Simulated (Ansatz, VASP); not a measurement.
# Cross-check of Ta (Ta(100), 5 layers) between VASP and Ansatz, part 2 of 2

Aim: how closely do two programs agree when they are given the same cell, functional and k mesh? The structure shown is the start of the Ansatz relaxation below; VASP solves that cell, so the two are compared at the walk's first step.

VASP 6.6.1 and Ansatz 0.2.0.

So far. Step 4 (Differences): The forces differ by 3.6 meV/Å r.m.s., which is 0.5 % of the r.m.s. force of 0.702 eV/Å (both taken over all components). With vacuum in the cell, a pressure given here is an average over mostly empty space and none of the material.

### 5. Ansatz: relaxation, PBE

Level of this step: Ansatz beside VASP: Kohn-Sham DFT, plane waves, PBE (Ansatz).

The two programs are compared at the cell with which this relaxation starts, whose forces are those of its first step. This pair takes another cell of the material, with 9 atoms against 5 for the pair before.

The structure compared here is the start of the Ansatz relaxation; VASP solves that cell, so the two are compared at the walk's first step.

input.yaml

```yaml
crystal:
  lattice:
    - [4.6810468915, 0.0, 0.0]
    - [2.3405234457, 4.0539055243, 0.0]
    - [0.0, 0.0, 23.6441175641]
  atoms:
    - { symbol: Ta, position: [0.3333333333, 0.3333333333, 0.3383505423] }
    - { symbol: Ta, position: [0.6666666667, 0.6666666667, 0.3787629067] }
    - { symbol: Ta, position: [0.0, 0.0, 0.4191752711] }
    - { symbol: Ta, position: [0.3333333333, 0.3333333333, 0.4595876356] }
    - { symbol: Ta, position: [0.6666666667, 0.6666666667, 0.5] }
    - { symbol: Ta, position: [0.0, 0.0, 0.5404123644] }
    - { symbol: Ta, position: [0.3333333333, 0.3333333333, 0.5808247289] }
    - { symbol: Ta, position: [0.6666666667, 0.6666666667, 0.6212370933] }
    - { symbol: Ta, position: [0.0, 0.0, 0.6616494577] }
kpoints:
  mp_grid: { grid: [6, 6, 1] }
hamiltonian:
  xc: pbe
scf:
  occupations: { method: fermi_dirac, width: 0.1 }
  convergence: { dr2_threshold: 1.0e-08 }
efield:
  axis: 3
  dipole_correction: true
  ramp_position: 0.97
  ramp_width: 0.04
relax:
  f_tol: 0.01
  constraints: [{ sites: [2, 3, 4, 5, 6] }]
output:
  write_potential: true
  write_density: true
  volumetric_format: npy
```

Launch:

```console
> ansatz run input.yaml --threads 4 --pin off --max-ram 8192MiB --backend cpu --events-out ev --progress --plain --runs-dir out
```

Numbers of over 12 decimals in the logs are rounded to 6 here.

The program printed:

```text
[...]
Crystal: 9 atoms, lattice volume = 448.683 Å³
Basis set: ecut = 420 eV, 8785 PW (Γ), exchange–correlation on 64×64×320 points (8 copies of the dense FFT grid, shifted against one another)
Bands: 71, of which v1, the nominal top of the filled ones, is band 59 counted from 1 (58 counted from 0)
Symmetry: 6 space group operations
[...]
- { symbol: Ta, position: [0.0, 0.0, 0.4191752711] }
    - { symbol: Ta, position: [0.333333, 0.333333, 0.4595876356] }
    - { symbol: Ta, position: [0.666667, 0.666667, 0.5] }
    - { symbol: Ta, position: [0.0, 0.0, 0.5404123644] }
    - { symbol: Ta, position: [0.333333, 0.333333, 0.5808247289] }
    - { symbol: Ta, position: [0.666667, 0.666667, 0.616335] }
    - { symbol: Ta, position: [-4.249755131902387e-18, 2.124877565951195e-18, 0.650282] }
[key lines of the parts left out:]
SCF converged after 6 iterations
Free energy (F): -89383.817902 eV
Fermi energy:    4.487475 eV
Dipole field:    D = -0.000001 V/Å  (p = -0.000003 e·Å, saw-weighted, corrected)
Work function:   Φ+ = 3.7466 eV   Φ− = 3.7466 eV
```

### 6. VASP: single point, PBE, start cell, pair 2

The same cell, functional, mesh and smearing now go to VASP, with its own data sets.

INCAR

```
SYSTEM = Ta
PREC = Accurate
ENCUT = 400
EDIFF = 1E-06
NELM = 120
ISMEAR = -1
SIGMA = 0.1
LREAL = .FALSE.
ALGO = Normal
GGA = PE
NBANDS = 61
LASPH = .TRUE.
LORBIT = 11
LWAVE = .FALSE.
LCHARG = .FALSE.
ISIF = 2
LDIPOL = .TRUE.
IDIPOL = 3
DIPOL = 0.5 0.5 0.5
LVHAR = .TRUE.
GGA_COMPAT = .FALSE.
NELMDL = -8
KPAR = 2
```

POSCAR

```
Ta
1.0
    4.6810468915      0.0000000000      0.0000000000
    2.3405234457      4.0539055243      0.0000000000
    0.0000000000      0.0000000000     23.6441175641
Ta
9
Direct
    0.3333332186      0.3333333724      0.3383505423
    0.6666666507      0.6666667449      0.3787629196
    0.0000000000      0.0000000000      0.4191752546
    0.3333332186      0.3333333724      0.4595876319
    0.6666666507      0.6666667449      0.5000000092
    0.0000000000      0.0000000000      0.5404123442
    0.3333332186      0.3333333724      0.5808247215
    0.6666666507      0.6666667449      0.6212370988
    0.0000000000      0.0000000000      0.6616494761
```

KPOINTS

```
Automatic mesh
0
Gamma
6 6 1
0 0 0
```

The projector-augmented-wave data sets are Ta_pv (PBE family, release 64).

Launch:

```console
> mpirun -np 2 vasp_std
```

The program printed:

```text
[banner, memory and clock lines left out]
running    2 mpi-ranks, on    1 nodes
[...]
LDA part: xc-table for (Slater+PW92), standard interpolation
 POSCAR, INCAR and KPOINTS ok, starting setup
[...]
entering main loop
       N       E                     dE             d eps       ncg     rms          rms(c)
DAV:   1     0.732451314550E+03    0.73245E+03   -0.50109E+04  1086   0.117E+03
DAV:   2    -0.719654098880E+02   -0.80442E+03   -0.78932E+03  1022   0.350E+02
DAV:   3    -0.108026927174E+03   -0.36062E+02   -0.34475E+02  1092   0.640E+01
DAV:   4    -0.109989148779E+03   -0.19622E+01   -0.19323E+01  1156   0.121E+01
[...]
DAV:  30    -0.992876383530E+02   -0.58962E-05   -0.39192E-07   621   0.194E-03    0.452E-04
DAV:  31    -0.992876396487E+02   -0.12957E-05   -0.12008E-07   559   0.112E-03    0.202E-04
DAV:  32    -0.992876399849E+02   -0.33622E-06   -0.49648E-08   547   0.538E-04
   1 F= -.99287640E+02 E0= -.99061443E+02  d E =-.452393E+00
```

OUTCAR, selected parts (step 6):

```text
  Total       -8.1040127     -8.1040127     -9.7107116      0.0000000      0.0000000     -0.0000000
  in kB      -28.9381638    -28.9381638    -34.6754346      0.0000000      0.0000000     -0.0000000
  external PRESSURE =     -30.8505874 kB  Pullay stress =       0.0000000 kB

 POSITION                                       TOTAL-FORCE (eV/Angst)
 -----------------------------------------------------------------------------------
      2.34052      1.35130      8.00000         0.000000      0.000000      1.961958
      4.68105      2.70260      8.95551        -0.000000      0.000000      0.181204
      0.00000      0.00000      9.91103        -0.000000      0.000000     -1.418184
      2.34052      1.35130     10.86654         0.000000      0.000000     -0.524406
      4.68105      2.70260     11.82206        -0.000000     -0.000000     -0.000000
      0.00000      0.00000     12.77757        -0.000000      0.000000      0.524406
      2.34052      1.35130     13.73309         0.000000     -0.000000      1.418184
      4.68105      2.70260     14.68860         0.000000     -0.000000     -0.181204
      0.00000      0.00000     15.64412        -0.000000      0.000000     -1.961958
 -----------------------------------------------------------------------------------
    total drift:                                0.000288     -0.000384      0.002493

  FREE ENERGIE OF THE ION-ELECTRON SYSTEM (eV)
  ---------------------------------------------------
  free  energy   TOTEN  =       -99.2876399849 eV

  energy  without entropy=      -98.8352464962  energy(sigma->0) =      -99.06144324

[... 3 further parts left out ...]
[key lines of the parts left out:]
E-fermi :  -0.1035
```

### 7. Side by side

What differs besides the data sets and the points named for the pairs above, as far as they apply: the data sets hold 117 valence electrons in Ansatz (on its default PAW (the set named soft_2) files) and 99 in VASP. Total energies have different zeros and are not compared.

Forces (eV/Å; atoms numbered as in POSCAR):

```tsv
atom	Ansatz x, y, z	VASP x, y, z
Ta1	0.000, 0.000, 1.961	0.000, 0.000, 1.962
Ta2	0.000, 0.000, 0.189	0.000, 0.000, 0.181
Ta3	0.000, 0.000, -1.418	0.000, 0.000, -1.418
Ta4	0.000, 0.000, -0.518	0.000, 0.000, -0.524
Ta5	0.000, 0.000, 0.000	0.000, 0.000, 0.000
Ta6	0.000, 0.000, 0.518	0.000, 0.000, 0.524
Ta7	0.000, 0.000, 1.418	0.000, 0.000, 1.418
Ta8	0.000, 0.000, -0.189	0.000, 0.000, -0.181
Ta9	0.000, 0.000, -1.961	0.000, 0.000, -1.962
```

The forces differ by 2.7 meV/Å r.m.s., which is 0.4 % of the r.m.s. force of 0.676 eV/Å (both taken over all components). With vacuum in the cell, a pressure given here is an average over mostly empty space and none of the material.

### 8. Ansatz: relaxation, PBE

The two programs are compared at the cell with which this relaxation starts, whose forces are those of its first step. This pair takes another cell of the material, with 7 atoms against 9 for the pair before.

The structure compared here is the start of the Ansatz relaxation; VASP solves that cell, so the two are compared at the walk's first step.

input.yaml, the sections that differ from step 5:

```yaml
crystal:
  lattice:
    - [2.3405234457, -1.655, 0.0]
    - [2.3405234457, 1.655, 0.0]
    - [0.0, 0.0, 30.0431406744]
  atoms:
    - { symbol: Ta, position: [0.0, 0.0, 0.2662837447] }
    - { symbol: Ta, position: [0.5, 0.5, 0.3441891631] }
    - { symbol: Ta, position: [0.0, 0.0, 0.4220945816] }
    - { symbol: Ta, position: [0.5, 0.5, 0.5] }
    - { symbol: Ta, position: [0.0, 0.0, 0.5779054184] }
    - { symbol: Ta, position: [0.5, 0.5, 0.6558108369] }
    - { symbol: Ta, position: [0.0, 0.0, 0.7337162553] }
kpoints:
  mp_grid: { grid: [12, 12, 1] }
relax:
  f_tol: 0.01
  constraints: [{ sites: [2, 3, 4] }]
# hamiltonian, scf, efield, output: as in step 5
```

Launch:

```console
> ansatz run input.yaml --threads 4 --pin off --max-ram 8192MiB --backend cpu --events-out ev --progress --plain --runs-dir out
```

The program printed:

```text
[...]
Crystal: 7 atoms, lattice volume = 232.748 Å³
Basis set: ecut = 420 eV, 4571 PW (Γ), exchange–correlation on 40×40×432 points (8 copies of the dense FFT grid, shifted against one another)
Bands: 55, of which v1, the nominal top of the filled ones, is band 46 counted from 1 (45 counted from 0)
Symmetry: 4 space group operations
k-points: 43 of 144
[...]
atoms:
    - { symbol: Ta, position: [0.0, 0.0, 0.268680] }
    - { symbol: Ta, position: [0.5, 0.5, 0.343680] }
    - { symbol: Ta, position: [0.0, 0.0, 0.422095] }
    - { symbol: Ta, position: [0.5, 0.5, 0.500000] }
    - { symbol: Ta, position: [0.0, 0.0, 0.577905] }
    - { symbol: Ta, position: [0.5, 0.5, 0.656320] }
    - { symbol: Ta, position: [0.0, 0.0, 0.731320] }
[key lines of the parts left out:]
SCF converged after 6 iterations
Free energy (F): -69523.606450 eV
Fermi energy:    8.086556 eV
Dipole field:    D = -0.000002 V/Å  (p = -0.000003 e·Å, saw-weighted, corrected)
Work function:   Φ+ = 4.7389 eV   Φ− = 4.7388 eV
```

### 9. VASP: single point, PBE, start cell, pair 3

The same cell, functional, mesh and smearing now go to VASP, with its own data sets.

Edit INCAR of step 6 so:

```diff
@@ -10,3 +10,3 @@
 GGA = PE
-NBANDS = 61
+NBANDS = 47
 LASPH = .TRUE.
```

POSCAR

```
Ta
1.0
    2.3405234457     -1.6550000000      0.0000000000
    2.3405234457      1.6550000000      0.0000000000
    0.0000000000      0.0000000000     30.0431406744
Ta
7
Direct
    0.0000000000      0.0000000000      0.2662837447
    0.4999999048      0.4999999048      0.3441891483
    0.0000000000      0.0000000000      0.4220945852
    0.4999999048      0.4999999048      0.4999999888
    0.0000000000      0.0000000000      0.5779054257
    0.4999999048      0.4999999048      0.6558108293
    0.0000000000      0.0000000000      0.7337162662
```

KPOINTS

```
Automatic mesh
0
Gamma
12 12 1
0 0 0
```

Launch:

```console
> mpirun -np 2 vasp_std
```

The program printed:

```text
[banner, memory and clock lines left out]
running    2 mpi-ranks, on    1 nodes
[...]
LDA part: xc-table for (Slater+PW92), standard interpolation
 POSCAR, INCAR and KPOINTS ok, starting setup
[...]
entering main loop
       N       E                     dE             d eps       ncg     rms          rms(c)
DAV:   1     0.634430379630E+03    0.63443E+03   -0.39497E+04  5066   0.127E+03
DAV:   2    -0.559516732209E+02   -0.69038E+03   -0.67558E+03  4651   0.393E+02
DAV:   3    -0.853232902764E+02   -0.29372E+02   -0.27806E+02  5254   0.700E+01
DAV:   4    -0.865004724636E+02   -0.11772E+01   -0.11514E+01  5501   0.126E+01
[...]
DAV:  31    -0.805120720781E+02   -0.70222E-05   -0.69627E-07  2997   0.319E-03    0.515E-04
DAV:  32    -0.805120763808E+02   -0.43027E-05   -0.36283E-07  2887   0.139E-03    0.290E-04
DAV:  33    -0.805120767583E+02   -0.37745E-06   -0.36508E-08  2735   0.675E-04
   1 F= -.80512077E+02 E0= -.80349741E+02  d E =-.324672E+00
```

Parts of OUTCAR (step 9):

```text
  Total       -3.0247260     -2.8568278     -1.4250078     -0.0000000      0.0000000      0.0000000
  in kB      -20.8214177    -19.6656507     -9.8093789     -0.0000000      0.0000000      0.0000000
  external PRESSURE =     -16.7654824 kB  Pullay stress =       0.0000000 kB

 POSITION                                       TOTAL-FORCE (eV/Angst)
 -----------------------------------------------------------------------------------
      0.00000      0.00000      8.00000         0.000000      0.000000      0.402823
      2.34052      0.00000     10.34052         0.000000      0.000000     -0.425910
      0.00000      0.00000     12.68105         0.000000      0.000000     -0.069765
      2.34052      0.00000     15.02157         0.000000      0.000000      0.000000
      0.00000      0.00000     17.36209         0.000000      0.000000      0.069765
      2.34052      0.00000     19.70262        -0.000000      0.000000      0.425910
      0.00000      0.00000     22.04314         0.000000      0.000000     -0.402823
 -----------------------------------------------------------------------------------
    total drift:                                0.000340     -0.000000      0.000393

  FREE ENERGIE OF THE ION-ELECTRON SYSTEM (eV)
  ---------------------------------------------------
  free  energy   TOTEN  =       -80.5120767583 eV

  energy  without entropy=      -80.1874049766  energy(sigma->0) =      -80.34974087

[... 3 further parts left out ...]
[key lines of the parts left out:]
E-fermi :   0.9450
```

### 10. Comparison

What differs besides the data sets and the points named for the pairs above, as far as they apply: the data sets hold 91 valence electrons in Ansatz (on its default PAW (the set named soft_2) files) and 77 in VASP. Total energies have different zeros and are not compared.

Forces (eV/Å; atoms numbered as in POSCAR):

```tsv
atom	Ansatz x, y, z	VASP x, y, z
Ta1	0.000, 0.000, 0.405	0.000, 0.000, 0.403
Ta2	0.000, 0.000, -0.420	0.000, 0.000, -0.426
Ta3	0.000, 0.000, -0.070	0.000, 0.000, -0.070
Ta4	0.000, 0.000, 0.000	0.000, 0.000, 0.000
Ta5	0.000, 0.000, 0.070	0.000, 0.000, 0.070
Ta6	0.000, 0.000, 0.420	0.000, 0.000, 0.426
Ta7	0.000, 0.000, -0.405	0.000, 0.000, -0.403
```

The forces differ by 2.1 meV/Å r.m.s., which is 1.1 % of the r.m.s. force of 0.182 eV/Å (both taken over all components). With vacuum in the cell, a pressure given here is an average over mostly empty space and none of the material.

### 11. Results

```json
{
 "r.m.s. force difference (single point, PBE, start cell, pair 1)": "0.51 % of the r.m.s. force",
 "r.m.s. force difference (single point, PBE, start cell, pair 2)": "0.41 % of the r.m.s. force",
 "r.m.s. force difference (single point, PBE, start cell, pair 3)": "2.1 meV/Å"
}
```

**Reading.** The r.m.s. force difference is 2.1 meV/Å (single point, PBE, start cell, pair 3), within the 12 meV/Å picked in this series as the mark of a large difference. The data sets hold unlike numbers of valence electrons (65 in Ansatz and 55 in VASP, 117 in Ansatz and 99 in VASP and 91 in Ansatz and 77 in VASP), so part of the differences comes from the potentials. 3 further runs of this series are not shown here. Such differences can come from data sets, numerical settings and the points named under the comparisons, not from the functional's error against experiment.

[Lines on the potential files, build, host, timing and source positions are cut from VASP's logs without a mark.]

[Logs are printed without paths, hosts, clocks, repeated set-up lines and the standing remarks that a program may print on its own settings, such as how far it seeks lower states.]

[Hosts, paths, dates, database ids (printed as entryN), source tags and the programs' standing remarks are cut or masked in the printed files.]
